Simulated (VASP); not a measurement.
# Which face does W expose?, part 2 of 6

Aim: compare the low-index faces of W at one level of theory.

VASP 6.6.1; PBEsol; plane waves and PAW (W).

So far. Step 3 (The bulk reference, job self-consistent run, k-mesh …): The run ends at a pressure of -0.82 GPa.

### 4. Surface relaxation, 7 atoms, face W(110)

System of this step: W(110). The cell holds 7 atoms: 7 W. Cell: a = 3.144 Å, b = 2.723 Å, c = 28.339 Å, α = 90.0°, β = 90.0°, γ = 54.7°. It derives from W. 7 layers of bcc W, cut at this functional's lattice. Vacuum lies along c.

All atoms relax at the fixed cell.

Contents of INCAR:

```
SYSTEM = W
PREC = Normal
ENCUT = 320
EDIFF = 1E-05
NELM = 120
ISMEAR = 1
SIGMA = 0.15
LREAL = .FALSE.
ALGO = Fast
GGA = PS
NBANDS = 28
LORBIT = 11
LWAVE = .FALSE.
LCHARG = .FALSE.
KPAR = 4
IBRION = 2
NSW = 40
ISIF = 2
EDIFFG = -0.03
POTIM = 0.4
MAXMIX = 40
```

Contents of POSCAR:

```
W
1.0
    3.1440747150      0.0000000000      0.0000000000
    1.5720373575      2.2231965515      0.0000000000
    0.0000000000      0.0000000000     28.3391793092
W
7
Direct
    0.0000000000      0.0000000000      0.2646512800
    0.5000000000      0.0000000000      0.3431008500
    0.0000000000      0.0000000000      0.4215504300
    0.5000000000      0.0000000000      0.5000000000
    0.0000000000      0.0000000000      0.5784495700
    0.5000000000      0.0000000000      0.6568991500
    0.0000000000      0.0000000000      0.7353487200
```

Contents of KPOINTS:

```
Automatic mesh
0
Gamma
13 13 1
0 0 0
```

The projector-augmented-wave data sets are W (PBE family, release 64).

On the command line:

```
mpirun -np 4 vasp_std
```

The program printed:

```text
[banner, memory and clock lines left out]
running    4 mpi-ranks, on    1 nodes
 distrk:  each k-point on    1 cores,    4 groups
 distr:  one band on    1 cores,    1 groups

 POSCAR found type information on POSCAR W
 POSCAR found :  1 types and       7 ions
 [... a notice as in an earlier step ...]

 LDA part: xc-table for (Slater+PW92), standard interpolation
 POSCAR, INCAR and KPOINTS ok, starting setup
 FFT: planning ... GRIDC
 FFT: planning ... GRID_SOFT
 FFT: planning ... GRID
 WAVECAR not read
 entering main loop
       N       E                     dE             d eps       ncg     rms          rms(c)
DAV:   1     0.131711215970E+03    0.13171E+03   -0.13334E+04  2752   0.851E+02
DAV:   2    -0.810796155977E+02   -0.21279E+03   -0.20488E+03  3684   0.238E+02
DAV:   3    -0.983986942691E+02   -0.17319E+02   -0.16673E+02  3720   0.618E+01
DAV:   4    -0.994918110398E+02   -0.10931E+01   -0.10445E+01  4508   0.137E+01
DAV:   5    -0.995388399163E+02   -0.47029E-01   -0.46370E-01  4096   0.243E+00    0.572E+01
RMM:   6    -0.986441341825E+02    0.89471E+00   -0.15563E+01  3098   0.132E+01    0.260E+01
RMM:   7    -0.181982511122E+03   -0.83338E+02   -0.17246E+02  4477   0.454E+01    0.230E+01
RMM:   8    -0.948190178244E+02    0.87163E+02   -0.38199E+01  3481   0.248E+01    0.802E+00
RMM:   9    -0.939740947598E+02    0.84492E+00   -0.10589E+01  3554   0.101E+01    0.475E+00
RMM:  10    -0.940028546009E+02   -0.28760E-01   -0.12778E+00  3218   0.462E+00    0.305E+00
RMM:  11    -0.940257048503E+02   -0.22850E-01   -0.46524E-01  3834   0.206E+00    0.190E+00
RMM:  12    -0.940329969251E+02   -0.72921E-02   -0.74667E-02  3571   0.814E-01    0.141E+00
RMM:  13    -0.939880902868E+02    0.44907E-01   -0.71813E-02  3488   0.713E-01    0.617E-01
RMM:  14    -0.939848145542E+02    0.32757E-02   -0.29562E-02  3672   0.483E-01    0.191E-01
RMM:  15    -0.939844079393E+02    0.40661E-03   -0.12633E-02  3899   0.265E-01    0.925E-02
RMM:  16    -0.939846400258E+02   -0.23209E-03   -0.30343E-03  3914   0.127E-01    0.690E-02
RMM:  17    -0.939847344212E+02   -0.94395E-04   -0.11071E-03  3313   0.912E-02    0.266E-02
RMM:  18    -0.939847710138E+02   -0.36593E-04   -0.38669E-04  3117   0.471E-02    0.219E-02
RMM:  19    -0.939847690839E+02    0.19299E-05   -0.93941E-05  2022   0.244E-02
   1 F= -.93984769E+02 E0= -.93984176E+02  d E =-.939848E+02
 curvature:   0.00 expect dE= 0.000E+00 dE for cont linesearch  0.000E+00
 trial: gam= 0.00000 g(F)=  0.876E-01 g(S)=  0.000E+00 ort = 0.000E+00 (trialstep = 0.100E+01)
 search vector abs. value=  0.876E-01
 bond charge predicted
       N       E                     dE             d eps       ncg     rms          rms(c)
DAV:   1    -0.940337655229E+02   -0.48995E-01   -0.94858E+00  2864   0.139E+01    0.733E-01
RMM:   2    -0.940402482644E+02   -0.64827E-02   -0.12040E-01  2789   0.185E+00    0.129E+00
RMM:   3    -0.940389001626E+02    0.13481E-02   -0.44187E-02  3148   0.819E-01    0.452E-01
RMM:   4    -0.940378795750E+02    0.10206E-02   -0.11887E-02  3249   0.389E-01    0.140E-01
RMM:   5    -0.940381311163E+02   -0.25154E-03   -0.39510E-03  3545   0.195E-01    0.724E-02
RMM:   6    -0.940382124043E+02   -0.81288E-04   -0.13429E-03  3731   0.942E-02    0.345E-02
RMM:   7    -0.940382222457E+02   -0.98414E-05   -0.25008E-04  3036   0.493E-02    0.163E-02
RMM:   8    -0.940382639662E+02   -0.41721E-04   -0.91159E-05  2213   0.282E-02    0.148E-02
RMM:   9    -0.940382803867E+02   -0.16421E-04   -0.40016E-05  1854   0.179E-02    0.612E-03
RMM:  10    -0.940382831860E+02   -0.27993E-05   -0.19441E-05  1756   0.145E-02
   2 F= -.94038283E+02 E0= -.94038148E+02  d E =-.535141E-01
[... from here on, the cycles between the ionic steps are left out ...]
   3 F= -.94040593E+02 E0= -.94040474E+02  d E =-.558244E-01
   4 F= -.94046121E+02 E0= -.94045988E+02  d E =-.552736E-02
   5 F= -.94046782E+02 E0= -.94046651E+02  d E =-.618883E-02
   6 F= -.94046812E+02 E0= -.94046681E+02  d E =-.621873E-02
   7 F= -.94047527E+02 E0= -.94047395E+02  d E =-.715168E-03
   8 F= -.94049177E+02 E0= -.94049063E+02  d E =-.236496E-02
   9 F= -.94050218E+02 E0= -.94050162E+02  d E =-.340590E-02
  10 F= -.94050183E+02 E0= -.94050164E+02  d E =0.355101E-04
 trial-energy change:    0.000036  1 .order    0.000077   -0.001005    0.001160
 step:   0.9511(harm=  0.8955)  dis= 0.00389  next Energy=   -94.050471 (dE=-0.253E-03)
 bond charge predicted
       N       E                     dE             d eps       ncg     rms          rms(c)
DAV:   1    -0.940504474062E+02   -0.27381E-03   -0.11612E-01  2808   0.153E+00    0.798E-02
RMM:   2    -0.940504351359E+02    0.12270E-04   -0.79056E-04  2790   0.167E-01    0.177E-02
RMM:   3    -0.940504611338E+02   -0.25998E-04   -0.27531E-04  3202   0.603E-02    0.103E-02
RMM:   4    -0.940504649325E+02   -0.37987E-05   -0.42722E-05  2070   0.238E-02
  11 F= -.94050465E+02 E0= -.94050434E+02  d E =-.246848E-03
 curvature:  -0.99 expect dE=-0.361E-04 dE for cont linesearch -0.178E-06
 trial: gam=-0.08639 g(F)=  0.363E-04 g(S)=  0.000E+00 ort = 0.144E-04 (trialstep = 0.173E+01)
 search vector abs. value=  0.424E-04
 reached required accuracy - stopping structural energy minimisation
```

Run time: 2.1 min. Hardware: 4 MPI ranks of AMD EPYC 7R43, shared host; peak memory 0.8 GiB; 8.2 min of CPU time.

OUTCAR, selected parts (step 4):

```text
  LATTYP: Found a base centered orthorhombic cell.
 ALAT       =     3.1440747150
 B/A-ratio  =     1.4142135624
 C/A-ratio  =     9.0135196769

 Subroutine GETGRP returns: Found  8 space group operations
 (whereof  8 operations were pure point group operations)

The static configuration has the point symmetry D_2h.

 Found     49 irreducible k-points:

   k-points           NKPTS =     49   k-points in BZ     NKDIM =     49   number of bands    NBANDS=     28

   dimension x,y,z NGX =    14 NGY =   12 NGZ =  126
   dimension x,y,z NGXF=    28 NGYF=   24 NGZF=  252

   ENCUT  =  320.0 eV  23.52 Ry    4.85 a.u.   4.59  3.97 41.34*2*pi/ulx,y,z

   NELECT =      42.0000    total number of electrons

 E-fermi :   2.1670

 k-point     1 :       0.0000    0.0000    0.0000
  band No.  band energies     occupation
    ...
     18       0.9385      2.00000
     19       0.9420      2.00000
     20       1.0129      2.00000
     21       1.3561      2.00000
     22       1.5419      2.00000
     23       2.4463     -0.02434
     24       2.5133     -0.00522
     25       2.9468     -0.00000
     26       3.7266     -0.00000
     27       3.8475     -0.00000
    ...

 k-point     2 :       0.0769    0.0000    0.0000
  band No.  band energies     occupation
    ...
     19       1.0486      2.00000
     20       1.1001      2.00000
     21       1.2892      2.00000
     22       1.7861      2.00194
     23       2.1297      1.40698
     24       2.4740     -0.01372
     25       2.7898     -0.00000
     26       3.5367     -0.00000
     27       3.6384     -0.00000
     28       3.8481     -0.00000

  Total       -5.2004821     -3.4234963     -0.3113194      0.0000000      0.0000000      0.0000000
  in kB      -42.0626085    -27.6899683     -2.5180179      0.0000000      0.0000000      0.0000000
  external PRESSURE =     -24.0901983 kB  Pullay stress =       0.0000000 kB

  energy-cutoff  :      320.00
  volume of cell :      198.09
      direct lattice vectors                 reciprocal lattice vectors
     3.144074715  0.000000000  0.000000000     0.318058599 -0.224901392  0.000000000
     1.572037357  2.223196552  0.000000000     0.000000000  0.449802785  0.000000000
     0.000000000  0.000000000 28.339179309     0.000000000  0.000000000  0.035286837

 POSITION                                       TOTAL-FORCE (eV/Angst)
 -----------------------------------------------------------------------------------
      1.57204      2.22320      7.57974         0.000000      0.000000      0.008118
      1.57204      0.00000      9.71927         0.000000     -0.000000     -0.015657
      0.00000      0.00000     11.94910         0.000000      0.000000     -0.012597
      1.57204      0.00000     14.16959         0.000000      0.000000     -0.000000
      0.00000      0.00000     16.39008         0.000000      0.000000      0.012597
      1.57204      0.00000     18.61991         0.000000      0.000000      0.015657
      0.00000      0.00000     20.75944        -0.000000     -0.000000     -0.008118
 -----------------------------------------------------------------------------------
    total drift:                               -0.000000      0.000000     -0.000000

  FREE ENERGIE OF THE ION-ELECTRON SYSTEM (eV)
  ---------------------------------------------------
  free  energy   TOTEN  =       -94.0504649325 eV

  energy  without entropy=      -94.0503720179  energy(sigma->0) =      -94.05043396

 total charge
# of ion       s       p       d       tot
------------------------------------------
    1        0.688   0.568   4.156   5.412
    2        0.690   0.738   4.309   5.737
    3        0.680   0.729   4.267   5.676
    4        0.682   0.747   4.250   5.678
    5        0.680   0.729   4.267   5.676
    6        0.690   0.738   4.309   5.737
    7        0.688   0.568   4.156   5.412
--------------------------------------------------
tot          4.797   4.816  29.715  39.329

[... 1 part as in an earlier step ...]

[... 7 further parts left out ...]
```

The run keeps the 8 symmetry operations of its start, so it cannot find a distortion of lower symmetry.

The steps of the relaxation:

| step | energy less that of the first step (eV) | largest force (eV/Å) |
| --- | --- | --- |
| 1 | 0.0000 | 0.7534 |
| 2 | -0.0535 | 0.2692 |
| 3 | -0.0558 | 0.2542 |
| 4 | -0.0614 | 0.0839 |
| 5 | -0.0620 | 0.0713 |
| 6 | -0.0620 | 0.0593 |
| 7 | -0.0628 | 0.0509 |
| 8 | -0.0644 | 0.0442 |
| 9 | -0.0654 | 0.0713 |
| 10 | -0.0654 | 0.0583 |
| 11 | -0.0657 | 0.0157 |

The atoms that moved most (Å):

| atom | dx | dy | dz | length |
| --- | --- | --- | --- | --- |
| W1 | 0.000 | 0.000 | 0.080 | 0.080 |
| W7 | 0.000 | 0.000 | -0.080 | 0.080 |

Final coordinates:

```xyz
7
Lattice="3.1441 0.0000 0.0000 1.5720 2.2232 0.0000 0.0000 0.0000 28.3392" Properties=species:S:1:pos:R:3
W     0.0000    0.0000    7.5797
W     1.5720    0.0000    9.7193
W     0.0000    0.0000   11.9491
W     1.5720    0.0000   14.1696
W     0.0000    0.0000   16.3901
W     1.5720    0.0000   18.6199
W     0.0000    0.0000   20.7594
```

This step gave:

```
electronic cycles   : 74
electrons           : 42
free energy (TOTEN) : -94.0505 eV
Fermi energy        : 2.167 eV
```

The run ended after 11 ionic steps, 0.066 eV below its first step, once the forces on the free atoms met EDIFFG = -0.03.

[end of part 2 of 6]

[Lines on the potential files, build, host, timing and source positions are cut from VASP's logs without a mark.]

[Logs are printed without paths, hosts, clocks, repeated set-up lines and the standing remarks that a program may print on its own settings, such as how far it seeks lower states.]

[Hosts, paths, dates, database ids (printed as entryN), source tags and the programs' standing remarks are cut or masked in the printed files.]

[Runs that stopped without an error message from VASP are left out.]
